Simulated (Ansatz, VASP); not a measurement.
**Cross-check of Os (Osmium) between VASP and Ansatz**

Wanted: the spread between two codes on one cell, functional and k mesh. The cell is taken from a series of VASP runs on this material, whose earlier steps may have relaxed, scaled or displaced it; both programs get it as it stands.

Program: Ansatz 0.2.0. Level of theory: plane waves, with VASP 6.6.1 beside it; zone-centre phonons at PBEsol. Results are calculated unless marked as measured.

## 1. Starting point

Symmetry: P6_3/mmc, No. 194, hexagonal system. The conventional cell has a = 2.729 Å, b = 2.729 Å, c = 4.312 Å, α = 90.00°, β = 90.00°, γ = 120.00°. Os has 12 Os at 2.67 to 2.73 Å nearest.

## 2. Ansatz: zone-centre phonons, PBEsol

Ansatz runs on its default PAW (the set named soft_2) files.

Second derivatives magnify differences that forces hide, and they need a tight electronic threshold.

input.yaml

```yaml
crystal:
  lattice:
    - [2.7293497425, 0.0, 0.0]
    - [-1.3646748713, 2.3636862129, 0.0]
    - [0.0, 0.0, 4.3121492396]
  atoms:
    - { symbol: Os, position: [0.3333333333, 0.6666666667, 0.25] }
    - { symbol: Os, position: [0.6666666667, 0.3333333333, 0.75] }
hamiltonian:
  xc: pbesol
  pseudopotentials: { kind: paw }
kpoints:
  mp_grid: { grid: [16, 16, 9] }
scf:
  occupations: { method: methfessel_paxton, width: 0.2 }
phonons:
  method: dfpt
  qpoints: [[0, 0, 0]]
```

The run is started by

```
ansatz run input.yaml --threads 4 --pin off --max-ram 9216MiB --backend cpu --events-out ev --progress --plain --runs-dir out
```

Numbers of over 12 decimals in the logs are rounded to 6 here.

Log:

```text
zone centre: on kpoints.mp_grid the ground state, and the responses unless they are solved on pairs of k-points, stand on 365 of the mesh's 2304 k-points, reduced under 4 symmetry operations, with k and −k counted as one. Each operation leaves every solved displacement unchanged or reverses it
Engine: ansatz 0.2.0, aarch64-unknown-linux-gnu
Pseudopotentials: kind: paw
Pseudopotential: Os, paw, valence charge 16, recommended cutoff 420 eV (normal), Os.paw.azcp
Functional definition: PBEsol
  exchange = pbesol_x
  correlation = pbesol_c
Crystal: 2 atoms, lattice volume = 27.819 Å³
Basis set: ecut = 420 eV, 537 PW (Γ), exchange–correlation on 40×40×60 points (8 copies of the dense FFT grid, shifted against one another)
Bands: 20, of which v1, the nominal top of the filled ones, is band 16 counted from 1 (15 counted from 0)
Symmetry: 24 space group operations
k-points: 365 of 2304 (irreducible under 4 space group operations, time reversal used)
Non-local potential: Os, projectors of the file, l = 0: 3, l = 1: 2, l = 2: 2, l = 3: 1
PAW form: soft (Blöchl's): semilocal exchange-correlation on the pseudo side does not see the compensation charge
PAW frozen core: Os, regenerated for the run's functional, and the local potential with it (the file was generated under x = pbe(κ = 0.804, μ = 0.219515), c = pbe(β = 0.066725))
PAW one-centre angular grid: Os, 590 points (default); XC on 64 Gauss nodes
Initial density: superposition of atomic densities (neutral atoms: chi_scale 0, normalization atom), corrected by the library's trained network
Initial wavefunctions: pseudopotential atomic-orbital guess
Functional: x = pbesol(κ = 0.804, μ = 0.123457), c = pbesol(β = 0.046)
SCF iter   1: F=—  HF=-22502.126333 eV  |F-HF|=—  |Δ(HF+E_count)|=         —  Δρ=1.08e-2  dr2=1.50e-2  ethr=1.77e-3  ⟨swp⟩=5.0  Hψ=66044  notcnv=0  defer=37
automatic band count: the SCF goes on with 24 bands, as 20 were too few: they end inside the smearing window of the response
preconditioner: auto → none  [metal: Δε(μ)=0.017 eV  Ē_g=12.104 eV  σ=0.200 eV  W_gap=0.07  n_scr=8 (ndim 8)  ℏωp=28.2 eV  f_vac=0.000  D(μ)=0.97/eV (n_scr^D=2)  sad-step TF]
SCF iter   2: F=—  HF=-22502.125464 eV  |F-HF|=—  |Δ(HF+E_count)|=   8.69e-4  S|Δr|=    0.00e0  Δρ=6.19e-3  dr2=4.94e-3  ethr=4.68e-5  ⟨swp⟩=1.0  Hψ=11680  notcnv=0  defer=40
SCF iter   3: F=—  HF=-22502.125102 eV  |F-HF|=—  |Δ(HF+E_count)|=   3.62e-4  S|Δr|=    0.00e0  Δρ=2.43e-4  dr2=8.41e-6  ethr=1.54e-5  ⟨swp⟩=2.0  Hψ=10514  notcnv=0  defer=40
SCF iter   4: F=—  HF=-22502.125102 eV  |F-HF|=—  |Δ(HF+E_count)|=   4.76e-8  S|Δr|=    0.00e0  Δρ=3.53e-5  dr2=1.54e-7  ethr=2.63e-8  ⟨swp⟩=2.3  Hψ=11946  notcnv=0  defer=40
SCF iter   5: F=—  HF=-22502.125099 eV  |F-HF|=—  |Δ(HF+E_count)|=   3.14e-6  S|Δr|=    0.00e0  Δρ=4.40e-6  dr2=2.77e-9  ethr=4.81e-10  ⟨swp⟩=2.6  Hψ=12707  notcnv=0  defer=40
SCF iter   6: F=—  HF=-22502.125099 eV  |F-HF|=—  |Δ(HF+E_count)|=  7.53e-10  S|Δr|=    0.00e0  Δρ=9.81e-7  dr2=7.51e-11  ethr=8.65e-12  ⟨swp⟩=2.5  Hψ=13469  notcnv=0  defer=40
SCF iter   7: F=-22502.125099 eV  HF=-22502.125099 eV  |F-HF|=7.28e-12  |Δ(HF+E_count)|=  1.46e-11  S|Δr|=    0.00e0  Δρ=1.21e-7  dr2=9.76e-13  ethr=1.00e-12  ⟨swp⟩=8.2  Hψ=38560  notcnv=0
SCF 1 converged in 7 iterations: F = -22502.125099 eV  dr2 = 9.76e-13
  greatest PAW one-centre occupation: 1.000 electrons in one spin orbital (limit 2), on the Os atom at site 1 (counted from 0), in its partial waves of l = 0
DFPT response loops at Γ: preconditioner auto → Kerker (q_TF=auto, 2.793 Å⁻¹) (partly filled bands, converged f_vac=0.000); β = 1.00, the filter's whole step (`scf.mixing.beta` (0.50) is not read by the response loops under this deck's `scf.mixing.preconditioner`; to damp them name `kerker` or `kerker_dos`, under which they read `scf.mixing.beta`, and type it under 1.00, their step now; both keys bind the ground state too); Broyden in place of MSR1
SCF converged after 7 iterations
Stability not checked: this state was not tested for a lower state beside it, because cold or Methfessel-Paxton smearing, or corrected tetrahedra, fill the levels in a way that the test cannot read (fill_not_monotonic; see scf.lower_state_search)
Free energy (F): -22502.125099 eV
Harris-Foulkes:  -22502.125099 eV  (|F-HF|=7.28e-12)
Internal energy: -22502.126631 eV  (E = F + TS)
E sigma→0 (E₀):  -22502.125482 eV
Entropy (-TS):   0.001532 eV (0.766 meV/atom)
Fermi energy:    26.029563 eV
--- Per-component energies (eV) ---
  E_band       = -130.162473
  E_kinetic    = 1124.757164
  E_local      = -1560.636717  (includes V_loc(G=0)·N_el)
  E_nonlocal   = 2.713368
  E_hartree    = 647.662489
  E_xc         = -530.895195
  E_vxc        = -568.097961  (∫ρ·V_xc dr)
  E_paw        = -17759.937715  (= ΣΔE_a)
  E_vpaw       = -424.223122  (= ΣTr[D̂ρ^β])
  E_aug_tail   = -0.000161  (compensation charges beyond the density's cutoff)
  E_ewald      = -4426.285730
  E_core_change = 0.495866  (= ΣΔE_core)
  E_smearing   = 0.001532  (= −TS)
  E_closure    = 0.000000  (closes the sum)
  Σ components = -22502.125099   (vs F -22502.125099, Δ=0.00e0)
--- Band table (eV; the first three rows and the last of 365) ---
  k-point 0: bands = [... 12 lower, 23.1840, 23.7793, 23.7793, 24.4440, 24.4440, 26.0167, 27.7340, 27.7340, ... 4 higher]
  k-point 1: bands = [... 12 lower, 23.0926, 23.6763, 23.6763, 24.6808, 24.6808, 25.5113, 27.7563, 27.7563, ... 4 higher]
  k-point 2: bands = [... 12 lower, 22.8508, 23.4183, 23.4183, 24.3882, 25.2396, 25.2396, 27.7548, 27.7548, ... 4 higher]
  k-point 364: bands = [... 12 lower, 22.2186, 22.6673, 24.0398, 24.6496, 27.9755, 28.6131, 30.7221, 31.2719, ... 4 higher]
--- Phonons (Γ-DFPT): 2 representative perturbations + reference, on 365 of 2304 k-points (Σ response iterations 6) ---
  k mesh reduced under 4 symmetry operations, with k and −k counted as one. Each operation leaves every solved displacement unchanged or reverses it
  ASR residual: 7.424e-5 → 0.000e0 eV/Å²; symmetrization residual: 8.305e-10 eV/Å²
  ASR residual per site (eV/Å²): 7.42e-5 7.42e-5
  Γ frequencies (cm⁻¹): 0.00 0.00 0.00 170.11 170.11 222.29
  non-analytic LO–TO correction: not included (Born effective charges unavailable; polar crystals: no LO–TO splitting at Γ)
--- Phonons (arbitrary-q DFPT): 1 explicit q-point ---
  q = [0, 0, 0] (of the zone-centre solve; hermiticity 9.61e-11, symmetrization 4.16e-11): -0.00 -0.00 0.00 170.11 170.11 222.29
  sum rule: each row above includes the acoustic sum rule's correction from the zone centre's row sums; it moved no ω² by more than (0.33 cm⁻¹)²
```

It took 14 s on 4 threads of Arm Neoverse V2, shared host; peak memory 0.78 GiB.

## 3. VASP: zone-centre phonons, PBEsol

The same cell, functional, mesh and smearing now go to VASP, with its own data sets and cutoff.

Lines of VASP's logs that name or quote its potential files are left out, and so is its time.

INCAR

```
SYSTEM = Os
PREC = Accurate
ENCUT = 400
EDIFF = 1E-08
NELM = 100
ISMEAR = 1
SIGMA = 0.2
LREAL = .FALSE.
ALGO = Normal
GGA = PS
NBANDS = 14
LORBIT = 11
LWAVE = .FALSE.
LCHARG = .FALSE.
KPAR = 2
IBRION = 8
ISIF = 2
```

POSCAR

```
Os
1.0
    2.7293497425      0.0000000000      0.0000000000
   -1.3646748713      2.3636862129      0.0000000000
    0.0000000000      0.0000000000      4.3121492396
Os
2
Direct
    0.3333333333      0.6666666667      0.2500000000
    0.6666666667      0.3333333333      0.7500000000
```

KPOINTS

```
Automatic mesh
0
Gamma
16 16 9
0 0 0
```

Potentials, in the order of the species: Os (PBE family, release 64).

The run is started by

```
mpirun -np 2 vasp_std
```

Log:

```text
[banner, memory and clock lines left out]
running    2 mpi-ranks, on    1 nodes
 distrk:  each k-point on    1 cores,    2 groups
 distr:  one band on    1 cores,    1 groups

 POSCAR found type information on POSCAR Os
 POSCAR found :  1 types and       2 ions
|                                                                             |
|               ----> ADVICE to this user running VASP <----                  |
|                                                                             |
|     You enforced a specific xc type in the INCAR file but a different       |
|     [... a line on the potential file left out ...]
|     I HOPE YOU KNOW WHAT YOU ARE DOING!                                     |
|                                                                             |

 LDA part: xc-table for (Slater+PW92), standard interpolation
 POSCAR, INCAR and KPOINTS ok, starting setup
 FFT: planning ... GRIDC
 FFT: planning ... GRID_SOFT
 FFT: planning ... GRID
 WAVECAR not read
 entering main loop
       N       E                     dE             d eps       ncg     rms          rms(c)
DAV:   1     0.779792557378E+02    0.77979E+02   -0.64825E+03  4216   0.889E+02
DAV:   2    -0.222124623474E+02   -0.10019E+03   -0.88706E+02  4406   0.317E+02
DAV:   3    -0.260074939462E+02   -0.37950E+01   -0.36651E+01  5466   0.529E+01
DAV:   4    -0.260368667345E+02   -0.29373E-01   -0.29331E-01  4586   0.479E+00
DAV:   5    -0.260370392140E+02   -0.17248E-03   -0.17247E-03  5504   0.333E-01    0.247E+01
DAV:   6    -0.248447967415E+02    0.11922E+01   -0.11045E+00  5172   0.901E+00    0.111E+01
DAV:   7    -0.244991975574E+02    0.34560E+00   -0.73393E-01  5304   0.723E+00    0.550E-01
DAV:   8    -0.244930026092E+02    0.61949E-02   -0.67833E-03  4274   0.647E-01    0.366E-01
DAV:   9    -0.244899084591E+02    0.30942E-02   -0.18359E-03  4962   0.456E-01    0.494E-02
DAV:  10    -0.244899253010E+02   -0.16842E-04   -0.70949E-05  5292   0.760E-02    0.110E-02
DAV:  11    -0.244899052016E+02    0.20099E-04   -0.45645E-06  4614   0.229E-02    0.152E-03
DAV:  12    -0.244899045281E+02    0.67353E-06   -0.12733E-07  5334   0.368E-03    0.832E-04
DAV:  13    -0.244899044081E+02    0.11992E-06   -0.27472E-09  3126   0.504E-04    0.343E-04
DAV:  14    -0.244899043736E+02    0.34566E-07   -0.33470E-10  2478   0.154E-04    0.136E-04
DAV:  15    -0.244899043593E+02    0.14248E-07   -0.10679E-10  2298   0.121E-04    0.107E-04
DAV:  16    -0.244899043521E+02    0.72255E-08   -0.14929E-11  2316   0.413E-05
   1 F= -.24489904E+02 E0= -.24490450E+02  d E =0.163721E-02
 Linear response reoptimize wavefunctions to high precision
DAV:   1    -0.244899043525E+02   -0.43610E-09   -0.25519E-12  2442   0.180E-05
DAV:   2    -0.244899043525E+02   -0.29559E-11   -0.50268E-13  2280   0.694E-06
 Linear response DOF=           2
 Linear response progress:
  Degree of freedom:   1/  2
       N       E                     dE             d eps       ncg     rms          rms(c)
RMM:   1    -0.192817707729E+00   -0.19282E+00   -0.11274E-01 30335   0.250E+00
RMM:   2    -0.189197220624E+00    0.36205E-02   -0.17586E-03 24921   0.520E-01    0.150E-01
RMM:   3    -0.187941362530E+00    0.12559E-02   -0.50864E-04 28317   0.155E-01    0.848E-02
RMM:   4    -0.187204178051E+00    0.73718E-03   -0.77894E-04 28649   0.186E-01    0.108E-02
RMM:   5    -0.187272400624E+00   -0.68223E-04   -0.16114E-05 29249   0.288E-02    0.459E-03
RMM:   6    -0.187250776225E+00    0.21624E-04   -0.14519E-06 29360   0.824E-03    0.155E-03
RMM:   7    -0.187244685893E+00    0.60903E-05   -0.97716E-08 30004   0.248E-03    0.772E-04
RMM:   8    -0.187240737361E+00    0.39485E-05   -0.61086E-08 29538   0.111E-03    0.101E-04
RMM:   9    -0.187240522905E+00    0.21446E-06   -0.52344E-08 30414   0.237E-04    0.295E-05
RMM:  10    -0.187240489267E+00    0.33638E-07   -0.62363E-08 30313   0.883E-05    0.455E-06
RMM:  11    -0.187240460429E+00    0.28838E-07   -0.26695E-08 30631   0.502E-05    0.169E-06
RMM:  12    -0.187240473110E+00   -0.12680E-07   -0.24164E-08 23851   0.437E-05    0.347E-07
RMM:  13    -0.187240473181E+00   -0.71793E-10   -0.19169E-08 13842   0.428E-05    0.121E-07
 first order change of Fermi-energy  -0.13817E-04
 force on displaced ion       1 direction 1 : -10.104   0.000   0.000
 Linear response progress:
  Degree of freedom:   2/  2
       N       E                     dE             d eps       ncg     rms          rms(c)
RMM:   1    -0.246768304128E+00   -0.24677E+00   -0.14356E-01 11231   0.264E+00
RMM:   2    -0.237843090009E+00    0.89252E-02   -0.31664E-03  8797   0.731E-01    0.179E-01
RMM:   3    -0.237478722882E+00    0.36437E-03   -0.54520E-04 10524   0.149E-01    0.101E-01
RMM:   4    -0.237562180288E+00   -0.83457E-04   -0.45797E-04 10530   0.145E-01    0.114E-02
RMM:   5    -0.237612954138E+00   -0.50774E-04   -0.42243E-06 10858   0.177E-02    0.576E-03
RMM:   6    -0.237618995629E+00   -0.60415E-05   -0.36046E-07 10672   0.404E-03    0.391E-03
RMM:   7    -0.237633633295E+00   -0.14638E-04   -0.46947E-07 10780   0.440E-03    0.410E-04
RMM:   8    -0.237630865600E+00    0.27677E-05   -0.63354E-08 10904   0.790E-04    0.149E-04
RMM:   9    -0.237629304037E+00    0.15616E-05   -0.53593E-08 10874   0.270E-04    0.412E-05
RMM:  10    -0.237629275270E+00    0.28767E-07   -0.60125E-08 10356   0.160E-04    0.348E-06
RMM:  11    -0.237629295563E+00   -0.20292E-07   -0.69590E-08 11072   0.885E-05    0.298E-06
RMM:  12    -0.237629292565E+00    0.29973E-08   -0.64387E-08 10526   0.741E-05    0.302E-07
 first order change of Fermi-energy   0.11531E-03
 force on displaced ion       1 direction 3 :   0.000  -0.000 -17.271
 Linear response finished
```

OUTCAR, selected parts (step 3):

```text
ion  position               nearest neighbor table
   1  0.333  0.667  0.250-   2 2.67   2 2.67   2 2.67   2 2.67   2 2.67   2 2.67
   2  0.667  0.333  0.750-   1 2.67   1 2.67   1 2.67   1 2.67   1 2.67   1 2.67

  LATTYP: Found a hexagonal cell.
 ALAT       =     2.7293497425
 C/A-ratio  =     1.5799181660

 Subroutine GETGRP returns: Found 24 space group operations
 (whereof 12 operations were pure point group operations)

The static configuration has the point symmetry D_3d.
 The point group associated with its full space group is D_6h.

 Found    150 irreducible k-points:

   k-points           NKPTS =    150   k-points in BZ     NKDIM =    150   number of bands    NBANDS=     14

   dimension x,y,z NGX =    18 NGY =   18 NGZ =   28
   dimension x,y,z NGXF=    36 NGYF=   36 NGZF=   56

   ENCUT  =  400.0 eV  29.40 Ry    5.42 a.u.   4.45  4.45  7.03*2*pi/ulx,y,z

   NELECT =      16.0000    total number of electrons

 k-points in reciprocal lattice and weights: Automatic mesh
   0.00000000  0.00000000  0.00000000       0.000
   0.06250000 -0.00000000  0.00000000       0.003
   0.12500000 -0.00000000  0.00000000       0.003
   0.18750000 -0.00000000  0.00000000       0.003
   0.25000000 -0.00000000  0.00000000       0.003
   0.31250000  0.00000000  0.00000000       0.003
   0.37500000 -0.00000000  0.00000000       0.003
   0.43750000  0.00000000  0.00000000       0.003
   0.50000000 -0.00000000  0.00000000       0.001
[...]
0.37500000  0.25000000  0.44444444       0.005
   0.31250000  0.31250000  0.44444444       0.005

 average (electrostatic) potential at core
       1 -43.0213       2 -43.0213

  Total       -0.0281475     -0.0281475     -0.0927013      0.0000000      0.0000000      0.0000000
  in kB       -1.6210893     -1.6210893     -5.3389209      0.0000000      0.0000000      0.0000000
  external PRESSURE =      -2.8603665 kB  Pullay stress =       0.0000000 kB

  energy-cutoff  :      400.00
  volume of cell :       27.82
      direct lattice vectors                 reciprocal lattice vectors
     2.729349743  0.000000000  0.000000000     0.366387636  0.211534000  0.000000000
    -1.364674871  2.363686213  0.000000000     0.000000000  0.423068001  0.000000000
     0.000000000  0.000000000  4.312149240     0.000000000  0.000000000  0.231902920

 POSITION                                       TOTAL-FORCE (eV/Angst)
 -----------------------------------------------------------------------------------
     -0.00000      1.57579      1.07804        -0.000000      0.000000      0.000000
      1.36467      0.78790      3.23411         0.000000     -0.000000      0.000000
 -----------------------------------------------------------------------------------
    total drift:                               -0.000000      0.000000     -0.000000

 Eigenvectors and eigenvalues of the dynamical matrix
 ----------------------------------------------------

   1 f  =    6.662319 THz    41.860582 2PiTHz  222.231026 cm-1    27.553123 meV
             X         Y         Z           dx          dy          dz
     -0.000000  1.575791  1.078037     0.000000    0.000000   -0.707107
      1.364675  0.787895  3.234112     0.000000    0.000000    0.707107

   2 f  =    5.095840 THz    32.018110 2PiTHz  169.978941 cm-1    21.074693 meV
             X         Y         Z           dx          dy          dz
     -0.000000  1.575791  1.078037    -0.190296    0.681019    0.000000
      1.364675  0.787895  3.234112     0.190296   -0.681019    0.000000

   3 f  =    5.095840 THz    32.018110 2PiTHz  169.978941 cm-1    21.074693 meV
             X         Y         Z           dx          dy          dz
     -0.000000  1.575791  1.078037    -0.681019   -0.190296    0.000000
      1.364675  0.787895  3.234112     0.681019    0.190296    0.000000

   4 f  =    0.000000 THz     0.000000 2PiTHz    0.000002 cm-1     0.000000 meV
             X         Y         Z           dx          dy          dz
     -0.000000  1.575791  1.078037     0.256840    0.658812    0.000000
      1.364675  0.787895  3.234112     0.256840    0.658812    0.000000

   5 f/i=    0.000000 THz     0.000000 2PiTHz    0.000001 cm-1     0.000000 meV
             X         Y         Z           dx          dy          dz
     -0.000000  1.575791  1.078037     0.658812   -0.256840    0.000000
      1.364675  0.787895  3.234112     0.658812   -0.256840    0.000000

   6 f/i=    0.000000 THz     0.000000 2PiTHz    0.000001 cm-1     0.000000 meV
             X         Y         Z           dx          dy          dz
     -0.000000  1.575791  1.078037     0.000000    0.000000    0.707107
      1.364675  0.787895  3.234112     0.000000    0.000000    0.707107

 ELASTIC MODULI CONTR FROM IONIC RELAXATION (kBar)
 Direction    XX          YY          ZZ          XY          YZ          ZX
 --------------------------------------------------------------------------------
 XX         -57.1969     57.1969     -0.0000      0.0000      0.0000      0.0000
 YY          57.1969    -57.1969      0.0000      0.0000     -0.0000     -0.0000
 ZZ          -0.0000      0.0000     -0.0000     -0.0000      0.0000      0.0000
 XY           0.0000      0.0000     -0.0000    -57.1969      0.0000      0.0000
 YZ           0.0000     -0.0000      0.0000      0.0000     -0.0000     -0.0000
 ZX           0.0000     -0.0000      0.0000      0.0000     -0.0000     -0.0000
 --------------------------------------------------------------------------------
```

## 4. Side by side

Known differences besides the potentials themselves: the data sets hold 32 valence electrons in Ansatz (default PAW (the set named soft_2) files) and 16 in VASP; the cutoff is 420 eV in Ansatz and 400 eV in VASP; Ansatz makes its cores anew for this functional, VASP keeps those of its PBE data sets; VASP leaves aspherical gradient terms in its spheres out (LASPH is not set), Ansatz keeps them. Total energies have different zeros and are not compared.

Compared:

```csv
quantity,Ansatz,VASP,difference
optical mode 1 to 2 (cm⁻¹),170.1,170.0,+0.08 %
optical mode 3 (cm⁻¹),222.3,222.2,+0.03 %
```

Modes are paired by rising frequency and degeneracy, not by their patterns, so a pair may still set unlike modes beside each other.

## 5. Summary of results

| Property | Result |
| --- | --- |
| r.m.s. difference of the optical zone-centre modes, each program's sorted by frequency (zone-centre phonons, PBEsol) | 0.11 cm⁻¹ |

**Reading.** The r.m.s. difference of the optical zone-centre modes, each program's sorted by frequency is 0.11 cm⁻¹ (zone-centre phonons, PBEsol). Such differences can come from data sets, numerical settings and the points named under the comparisons, not from the functional's error against experiment.

[Lines on the potential files, build, host, timing and source positions are cut from VASP's logs without a mark.]

[Logs are printed without paths, hosts, clocks, repeated set-up lines and the standing remarks that a program may print on its own settings, such as how far it seeks lower states.]

[Hosts, paths, dates, database ids (printed as entryN), source tags and the programs' standing remarks are cut or masked in the printed files.]
